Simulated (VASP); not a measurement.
MgS (rock salt):

```yaml
crystal:
  lattice:
    - [0.00000, 2.60000, 2.60000]
    - [2.60000, 0.00000, 2.60000]
    - [2.60000, 2.60000, 0.00000]
  atoms:
    - { symbol: Mg, position: [0.00000, 0.00000, 0.00000] }
    - { symbol: S, position: [0.50000, 0.50000, 0.50000] }
```

The lowest empty band near X, direction along the valley's axis, from PBE with spin-orbit coupling in VASP (PAW); its two spin partners are averaged. The gap over the points computed is 2.75 eV, and the next band on that side lies 1.61 eV away at the edge.

Settings: 400 eV cut-off, 10×10×10 Γ-centred mesh, Gaussian smearing of 0.050 eV, potentials Mg S.

```csv
distance from the edge in k (1/Å),distance in energy (meV)
0.025,4.6
0.035,8.9
0.050,18.2
0.070,35.5
```

Problem. Fit E(1 + αE) = ħ²k²/2m* (ħ²/2m0 = 3.810 eV Å²) and predict the row at 0.095 1/Å.

Solution. The rows don't resolve α, so a parabola serves: the electron mass is m* = 0.525 m0, and so 65.5 meV. The run gave 65.3 meV, -0.2 meV from the fit.

Left out are points under 3 meV from the edge, since the levels carry 0.1 meV, and points farther than half the way to the next band.

The compound is MgS in the rock salt structure. The cell was not relaxed at this level.
